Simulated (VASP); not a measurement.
Output of a VASP run:

OUTCAR:
```
 ion  position               nearest neighbor table
   1  0.000  0.000  0.000-   2 2.61   2 2.61   2 2.61   2 2.61   2 2.65   2 2.65   2 2.65   2 2.65
  LATTYP: Found a simple orthorhombic cell.
 ALAT       =     2.6556720000
 B/A-ratio  =     1.0310685958
 C/A-ratio  =     1.3682759015
 Subroutine PRICEL returns:
 Original cell was already a primitive cell.
 Subroutine GETGRP returns: Found  4 space group operations
The static configuration has the point symmetry C_2v.
The dynamic configuration has the point symmetry C_2v.
The overall configuration has the point symmetry C_2v.
 Subroutine INISYM returns: Found  4 space group operations
 Subroutine IBZKPT returns following result:
 Found    100 irreducible k-points:

 Following reciprocal coordinates:
            Coordinates               Weight
  0.000000  0.000000  0.000000      1.000000
  0.125000  0.000000  0.000000      2.000000
  0.250000  0.000000  0.000000      2.000000
  0.375000  0.000000  0.000000      2.000000
  0.500000  0.000000  0.000000      1.000000
  0.000000  0.125000  0.000000      2.000000
  0.125000  0.125000  0.000000      4.000000
  0.250000  0.125000  0.000000      4.000000
  0.375000  0.125000  0.000000      4.000000
  0.500000  0.125000  0.000000      2.000000
  0.000000  0.250000  0.000000      2.000000
  0.125000  0.250000  0.000000      4.000000
  0.250000  0.250000  0.000000      4.000000
  0.375000  0.250000  0.000000      4.000000
  0.500000  0.250000  0.000000      2.000000
  0.000000  0.375000  0.000000      2.000000
  0.125000  0.375000  0.000000      4.000000
  0.250000  0.375000  0.000000      4.000000
  0.375000  0.375000  0.000000      4.000000
  0.500000  0.375000  0.000000      2.000000
  0.000000  0.500000  0.000000      1.000000
  0.125000  0.500000  0.000000      2.000000
  0.250000  0.500000  0.000000      2.000000
  0.375000  0.500000  0.000000      2.000000
  0.500000  0.500000  0.000000      1.000000
  0.000000  0.000000  0.166667      2.000000
  0.125000  0.000000  0.166667      4.000000
  0.250000  0.000000  0.166667      4.000000
  0.375000  0.000000  0.166667      4.000000
  0.500000  0.000000  0.166667      2.000000
  0.000000  0.125000  0.166667      4.000000
  0.125000  0.125000  0.166667      8.000000
  0.250000  0.125000  0.166667      8.000000
  0.375000  0.125000  0.166667      8.000000
  0.500000  0.125000  0.166667      4.000000
  0.000000  0.250000  0.166667      4.000000
  0.125000  0.250000  0.166667      8.000000
  0.250000  0.250000  0.166667      8.000000
  0.375000  0.250000  0.166667      8.000000
  0.500000  0.250000  0.166667      4.000000
   k-points           NKPTS =    100   k-points in BZ     NKDIM =    100   number of bands    NBANDS=     15
   number of dos      NEDOS =    301   number of ions     NIONS =      2
   total plane-waves  NPLWV =   7776
   dimension x,y,z NGX =    18 NGY =   18 NGZ =   24
   dimension x,y,z NGXF=    36 NGYF=   36 NGZF=   48
   ions per type =               1   1
   PREC   = accura    normal or accurate (medium, high low for compatibility)
   ISTART =      0    job   : 0-new  1-cont  2-samecut
   ICHARG =      2    charge: 1-file 2-atom 10-const
   ISPIN  =      2    spin polarized calculation?
   LNONCOLLINEAR =      F non collinear calculations
   LSORBIT =      F    spin-orbit coupling
   INIWAV =      1    electr: 0-lowe 1-rand  2-diag
   ENCUT  =  400.0 eV  29.40 Ry    5.42 a.u.   4.33  4.47  5.93*2*pi/ulx,y,z
   NELM   =    100;   NELMIN=  2; NELMDL= -5     # of ELM steps
   EDIFF  = 0.1E-05   stopping-criterion for ELM
   LREAL  =      F    real-space projection
   NLSPLINE    = F    spline interpolate recip. space projectors
   LMAXMIX     =    6 max onsite mixed and CHGCAR
   VOSKOWN=      0    Vosko Wilk Nusair interpolation
   EDIFFG = 0.1E-04   stopping-criterion for IOM
   NSW    =      0    number of steps for IOM
...
```

File OSZICAR:
```
       N       E                     dE             d eps       ncg     rms          rms(c)
DAV:   1     0.778468474195E+02    0.77847E+02   -0.75110E+03  6360   0.110E+03
DAV:   2    -0.135596655785E+02   -0.91407E+02   -0.81946E+02  6098   0.232E+02
DAV:   3    -0.160764780105E+02   -0.25168E+01   -0.24638E+01  7736   0.469E+01
DAV:   4    -0.161017957515E+02   -0.25318E-01   -0.25312E-01  6781   0.406E+00
DAV:   5    -0.161025262525E+02   -0.73050E-03   -0.73049E-03  8228   0.775E-01    0.178E+01
DAV:   6    -0.166938684645E+02   -0.59134E+00   -0.11586E+01  6461   0.777E+01    0.208E+01
DAV:   7    -0.149060423139E+02    0.17878E+01   -0.80472E+00  7620   0.759E+01    0.921E+00
DAV:   8    -0.148250611571E+02    0.80981E-01   -0.42899E-01  7256   0.108E+01    0.429E+00
DAV:   9    -0.147475244116E+02    0.77537E-01   -0.11968E-01  8650   0.767E+00    0.208E+00
DAV:  10    -0.147337191820E+02    0.13805E-01   -0.38225E-02  9060   0.389E+00    0.564E-01
DAV:  11    -0.147334293759E+02    0.28981E-03   -0.22592E-03  7257   0.576E-01    0.219E-01
DAV:  12    -0.147334523278E+02   -0.22952E-04   -0.15928E-04  8056   0.158E-01    0.813E-02
DAV:  13    -0.147334560050E+02   -0.36772E-05   -0.27855E-05  8154   0.845E-02    0.315E-02
DAV:  14    -0.147334554450E+02    0.56004E-06   -0.40638E-06  7070   0.385E-02
   1 F= -.14733455E+02 E0= -.14733597E+02  d E =0.424881E-03  mag=     3.2962
```

### OUTCAR
```
------------------------ aborting loop because EDIFF is reached ----------------------------------------
  FORCE on cell =-STRESS in cart. coord.  units (eV):
  Direction    XX          YY          ZZ          XY          YZ          ZX
  --------------------------------------------------------------------------------------
  Total        3.0877017      1.2076582      2.6018495      0.0000000      0.0000000      0.0000000
  in kB      187.2239359     73.2268025    157.7641098      0.0000000      0.0000000      0.0000000
  external PRESSURE =     139.4049494 kB  Pullay stress =       0.0000000 kB
  volume of cell :       26.42
      direct lattice vectors                 reciprocal lattice vectors
     2.655672000  0.000000000  0.000000000     0.376552526  0.000000000  0.000000000
     0.000000000  2.738180000  0.000000000     0.000000000  0.365206086  0.000000000
     0.000000000  0.000000000  3.633692000     0.000000000  0.000000000  0.275202191
 POSITION                                       TOTAL-FORCE (eV/Angst)
 -----------------------------------------------------------------------------------
      0.00000      0.00000      0.00000         0.226130      0.000000      0.000000
      1.36736      1.36909      1.81685        -0.226130      0.000000      0.000000
 -----------------------------------------------------------------------------------
    total drift:                               -0.000006      0.000000      0.000000
  FREE ENERGIE OF THE ION-ELECTRON SYSTEM (eV)
  ---------------------------------------------------
  free  energy   TOTEN  =       -14.7334554450 eV

  energy  without entropy=      -14.7338803263  energy(sigma->0) =      -14.73359707

 total charge

# of ion       s       p       d       tot
------------------------------------------
    1        0.427   0.493   6.159   7.080
    2        0.739   0.717   8.088   9.544
--------------------------------------------------
tot          1.166   1.211  14.247  16.624

 magnetization (x)

# of ion       s       p       d       tot
------------------------------------------
    1        0.004  -0.002   2.886   2.888
    2       -0.024  -0.063   0.457   0.370
--------------------------------------------------
tot         -0.020  -0.065   3.343   3.258
```
(Selected blocks of OUTCAR.)

POSCAR:
```
FePt
1
    2.6556720000     0.0000000000     0.0000000000
    0.0000000000     2.7381800000     0.0000000000
    0.0000000000     0.0000000000     3.6336920000
Fe Pt
1 1
Direct
  0.0000000000   0.0000000000   0.0000000000
  0.5148810000   0.5000000000   0.5000000000
```

### Question
Write an INCAR and KPOINTS that could have produced this output.

### Answer
This is not unique; one that fits is the input of the run itself, PBE GGA, plane waves, VASP's PBE PAW potentials (set 64).

INCAR:
```
ALGO = Normal
EDIFF = 1E-6
ENCUT = 400
GGA = PE
ISIF = 2
ISMEAR = 1
ISPIN = 2
KGAMMA = .TRUE.
KSPACING = 0.3
LASPH = .TRUE.
LCHARG = .FALSE.
LMAXMIX = 6
LORBIT = 10
LREAL = .FALSE.
LWAVE = .FALSE.
MAGMOM = 3.0 0.0
NELM = 100
PREC = Accurate
SIGMA = 0.1
SYSTEM = FePt
```

POTCAR, in this order: Fe Pt (PBE.64 set). Program: vasp_std.

The compound is FePt in the L1_0 structure. The cell was not relaxed at this level, atoms are displaced from their ideal sites. The run is one of a series of settings (KGAMMA = .TRUE., KSPACING = 0.3, KPOINTS file removed against the base run), some of them coarse on purpose.
